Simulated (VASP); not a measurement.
Given:

```
Cd3ZnS4
1.0
    5.74729     0.00000     0.00000
    0.00000     5.74729     0.00000
    0.00000     0.00000     5.74729
Zn Cd S
1 3 4
Cartesian
  0.00000   0.00000   0.00000
  0.00000   2.87365   2.87365
  2.87365   0.00000   2.87365
  2.87365   2.87365   0.00000
  4.38892   4.38892   1.35837
  4.38892   1.35837   4.38892
  1.35837   1.35837   1.35837
  1.35837   4.38892   4.38892
```

Level of theory: r2SCAN meta-GGA, VASP's PBE PAW potentials (set 64) (plane waves; VASP). Numerical set-up: 400 eV cut-off, 5×5×5 Γ-centred mesh, tetrahedra with Blöchl corrections, potentials Zn Cd S.

The cores are frozen, which limits the accuracy of field gradients.

### Question
Give the principal components of the electric field gradient (V/Å²) and the asymmetry η at each nucleus.

### Answer

```
atom    Vxx    Vyy   Vzz     η
----  -----  -----  ----  ----
Zn1     0.0    0.0   0.0     -
Cd2   -15.8  -15.8  31.7  0.00
Cd3   -15.8  -15.8  31.7  0.00
Cd4   -15.8  -15.8  31.7  0.00
S5     -7.4   -7.4  14.7  0.00
S6     -7.4   -7.4  14.7  0.00
S7     -7.4   -7.4  14.7  0.00
S8     -7.4   -7.4  14.7  0.00
```

The structure comes from a computed database's ZnCd3S4 entry (P-43m); how it stands against other phases isn't given here. It was relaxed first.
